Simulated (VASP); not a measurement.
Set up this calculation in VASP 6.6.1, as the native input.

- Task: single point
- Functional: r2SCAN
- Potentials or basis: VASP PAW PBE potentials, release 64 (Ru_pv, Pb_d)
- Cutoff: 520 eV
- k mesh: 3 × 3 × 6
- Occupations: fermi-dirac, width 0.1 eV
- Spin: no spin polarisation
- Dipole correction: no
- Further INCAR settings: ALGO = Normal; EDIFF = 1e-06; NBANDS = 51

The system is RuPb2.

```
CELL_PARAMETERS angstrom
6.09772 0.00000 0.00000
0.00000 6.86359 0.00000
0.00000 0.00000 3.29555
ATOMIC_POSITIONS crystal
Ru 0.00000 0.00000 0.00000
Ru 0.50000 0.50000 0.50000
Pb 0.18480 0.35960 0.00000
Pb 0.81520 0.64040 0.00000
Pb 0.68480 0.14040 0.50000
Pb 0.31520 0.85960 0.50000
```

The cell was built by a generator and needn't be a form met in nature.

These files were run (other wordings do the same):

POSCAR

```
RuPb2
1.0
    6.0977172600      0.0000000000      0.0000000000
    0.0000000000      6.8635885300      0.0000000000
    0.0000000000      0.0000000000      3.2955451400
Ru Pb
2 4
Direct
    0.0000000000      0.0000000000      0.0000000000
    0.5000000000      0.5000000000      0.5000000000
    0.1848000000      0.3596000000      0.0000000000
    0.8152000000      0.6404000000      0.0000000000
    0.6848000000      0.1404000000      0.5000000000
    0.3152000000      0.8596000000      0.5000000000
```

INCAR.step1

```
ALGO = Normal
EDIFF = 1E-4
ENCUT = 520
GGA = PE
ISMEAR = -1
LASPH = T
LCHARG = F
LREAL = F
LWAVE = T
NBANDS = 51
NELM = 100
PREC = Accurate
SIGMA = 0.1
```

INCAR.step2

```
ALGO = Normal
EDIFF = 1E-6
ENCUT = 520
ISIF = 2
ISMEAR = -1
ISTART = 1
LASPH = T
LCHARG = F
LMIXTAU = T
LREAL = F
LWAVE = F
METAGGA = R2SCAN
NBANDS = 51
NELM = 100
PREC = Accurate
SIGMA = 0.1
```

KPOINTS

```
k-points
0
Gamma
  3 3 6
```

Potentials or basis: VASP PAW PBE potentials, release 64 (Ru_pv, Pb_d).

Command:

```sh
$ cat potpaw_PBE.64/Ru_pv/POTCAR potpaw_PBE.64/Pb_d/POTCAR > POTCAR
$ cp INCAR.step1 INCAR
$ mpirun -np 1 vasp_std > vasp.out
$ cp INCAR.step2 INCAR
$ mpirun -np 1 vasp_std > vasp.out
```

It gave:

```
Pressure               : 5.3 GPa
Largest force          : 0.877 eV/Å
Band gap on the k mesh : none (metal or under the smearing width)
```

Caveat: the PAW data sets were made with another functional, which shifts forces and pressure a little.

Run time: 4.7 min on 1 thread of AMD EPYC 9R45 96-Core Processor (Zen 5) (shared host), peak memory 0.3 GiB.
